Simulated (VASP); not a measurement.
Data:

```
CELL_PARAMETERS angstrom
      0.00000     2.31865     2.31865
      2.31865     0.00000     2.31865
      9.28026     9.28026    -0.00568
ATOMIC_POSITIONS crystal
  Zr 0.00188 0.00188 0.99859
  Zr 0.99812 0.99812 0.25141
  C  0.50000 0.50000 0.12500
  C  0.49558 0.49558 0.37832
  C  0.50000 0.50000 0.62500
  C  0.50442 0.50442 0.87168
  Hf 0.99811 0.99811 0.50142
  Hf 0.00189 0.00189 0.74858
```

Computed with PBEsol GGA, VASP's PBE PAW potentials (set 64) (plane waves; VASP). Run with 520 eV cut-off, 13×13×4 Γ-centred mesh, tetrahedra with Blöchl corrections, potentials Zr_sv C Hf_pv.

Unless said otherwise, spin-orbit coupling is left out, though it shifts the bands of the heavy elements here.

### Question
What does the run give for the energy per atom (σ→0), band gap (on the k-mesh) with the smallest direct gap where there is one?

### Answer

```
Item                                                        Result
------------------------  ----------------------------------------
band gap (on the k-mesh)  none (metal, semimetal or under 0.01 eV)
energy per atom (σ→0)                              -10.690 eV/atom
```

The absolute energy has meaning only against runs of the same code, potentials and settings.

The structure was generated: Hf2Zr2C4 was put into an ordered model structure (R-3m), which need not be its known phase. It was relaxed first.
